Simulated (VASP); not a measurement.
Consider the following.

```xyz
1
Lattice="-1.7463 1.7463 1.7463 1.7463 -1.7463 1.7463 1.7463 1.7463 -1.7463" Properties=species:S:1:pos:R:3 pbc="T T T"
Cl     0.0000     0.0000     0.0000
```

Method: PBEsol GGA, VASP's PBE PAW potentials (set 64) (plane waves; VASP). Run with 400 eV cut-off, 10×10×10 Γ-centred mesh, Gaussian smearing of 0.050 eV, potentials Cl.

Energy and stress use the plane-wave basis of the starting cell.

The ions, cell shape and volume are relaxed. Predict the relaxed structure.

```xyz
1
Lattice="-1.6902 1.6902 1.6902 1.6902 -1.6902 1.6902 1.6902 1.6902 -1.6902" Properties=species:S:1:pos:R:3 pbc="T T T"
Cl     0.0000     0.0000     0.0000
```
Space group Im-3m (229), at a tolerance of 0.03 Å.

How do energy and volume change from the first to the last step?

The energy (σ→0) changes by -24.7 meV/atom and the volume by -9.3 %, in 3 ionic steps.

The structure was generated: Cl was put into the bcc type (Im-3m), which need not be its known phase. This run relaxes it. Symmetry was kept, so distortions that lower it aren't found.
